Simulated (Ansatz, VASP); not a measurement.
# Ta3AsAu2O13: VASP beside Ansatz

File INCAR:

```
ALGO = Normal
EDIFF = 1E-6
ENCUT = 520
GGA = PE
ISIF = 2
ISMEAR = -1
LASPH = True
LCHARG = True
LELF = True
LREAL = False
LWAVE = False
NELM = 100
PREC = Accurate
SIGMA = 0.05
```

Contents of KPOINTS:

```
k-points
0
Gamma
  6 5 3
```

The input POSCAR:

```
Ta3AsAu2O13
1.0
    5.4020100000     -0.0007700000     -0.0016200000
   -2.0172000000      5.6075800000     -0.0028400000
   -0.7182200000     -1.8635300000      8.4419600000
Ta As Au O
3 1 2 13
Direct
    0.3738600000      0.5888500000      0.5983100000
    0.4623600000      0.2662700000      0.1868900000
    0.7083000000      0.8674600000      0.0276100000
    0.9787700000      0.9823600000      0.6537100000
    0.1038800000      0.5399800000      0.1723700000
    0.6630200000      0.3202200000      0.8052200000
    0.0619600000      0.0357700000      0.1415800000
    0.9818200000      0.0145700000      0.8513000000
    0.1115200000      0.2705500000      0.6150800000
    0.1602700000      0.8119900000      0.5836400000
    0.4305500000      0.5336000000      0.0677700000
    0.9117100000      0.6127500000      0.9808100000
    0.6040600000      0.1575400000      0.9862600000
    0.5556500000      0.9871300000      0.2098400000
    0.3075600000      0.4547300000      0.3500600000
    0.7966800000      0.5055600000      0.2865900000
    0.6638000000      0.8813100000      0.5510600000
    0.4714500000      0.7175100000      0.8174200000
    0.6527900000      0.4518400000      0.6144900000
```

File input.yaml:

```yaml
crystal:
  lattice:
    - [5.40201, -0.00077, -0.00162]
    - [-2.0172, 5.60758, -0.00284]
    - [-0.71822, -1.86353, 8.44196]
  atoms:
    - { symbol: Ta, position: [0.37386, 0.58885, 0.59831] }
    - { symbol: Ta, position: [0.46236, 0.26627, 0.18689] }
    - { symbol: Ta, position: [0.7083, 0.86746, 0.02761] }
    - { symbol: As, position: [0.97877, 0.98236, 0.65371] }
    - { symbol: Au, position: [0.10388, 0.53998, 0.17237] }
    - { symbol: Au, position: [0.66302, 0.32022, 0.80522] }
    - { symbol: O, position: [0.06196, 0.03577, 0.14158] }
    - { symbol: O, position: [0.98182, 0.01457, 0.8513] }
    - { symbol: O, position: [0.11152, 0.27055, 0.61508] }
    - { symbol: O, position: [0.16027, 0.81199, 0.58364] }
    - { symbol: O, position: [0.43055, 0.5336, 0.06777] }
    - { symbol: O, position: [0.91171, 0.61275, 0.98081] }
    - { symbol: O, position: [0.60406, 0.15754, 0.98626] }
    - { symbol: O, position: [0.55565, 0.98713, 0.20984] }
    - { symbol: O, position: [0.30756, 0.45473, 0.35006] }
    - { symbol: O, position: [0.79668, 0.50556, 0.28659] }
    - { symbol: O, position: [0.6638, 0.88131, 0.55106] }
    - { symbol: O, position: [0.47145, 0.71751, 0.81742] }
    - { symbol: O, position: [0.65279, 0.45184, 0.61449] }
hamiltonian:
  xc: pbe
  pseudopotentials: { kind: nc, accuracy: standard }
kpoints:
  mp_grid: { grid: [6, 5, 3] }
scf:
  occupations: { method: fermi_dirac, width: 0.05 }
output:
  forces: true
  stress: true
  eigenvalues: true
```

The cell was built by a generator and needn't be a form met in nature.

Alike in both runs: functional PBE; k mesh 6 × 5 × 3; occupations fermi-dirac, width 0.05 eV; no spin polarisation.

```csv
,VASP,Ansatz
version,VASP 6.6.1,Ansatz 0.2.0
potentials or method,"VASP PAW PBE potentials, release 64 (Ta_pv, As, Au, O)",PseudoDojo standard (PBE files)
plane-wave cutoff (eV),520,1143
valence electrons in the cell,138,170
task,electron localisation function,single point
```

|  | VASP | Ansatz | Ansatz less VASP |
| --- | --- | --- | --- |
| gap on the k mesh at the Fermi level (eV) | 0.51 | 0.51 | 0.000 |
| least direct gap on the mesh (eV) | 0.58 | 0.58 | +0.002 |
| pressure (GPa) | 1.0 | -0.7 | -1.71 |
| largest component of the traceless stress (GPa) | 0.17 | 0.04 | -0.127 |
| rms of the force components (eV/Å) | 0.096 | 0.035 | -0.0617 |

Atom by atom the forces differ by 0.112 eV/Å (rms over components). The two sets of potentials don't hold the same shells in valence.

Caveats: spin-orbit coupling is left out, which moves the levels of the heavy elements; an odd mesh through Γ misses points on the zone boundary, where band edges often lie (VASP); odd divisions of the mesh miss points on the zone boundary, where band edges often lie, so the gap on the mesh can be too wide (Ansatz).
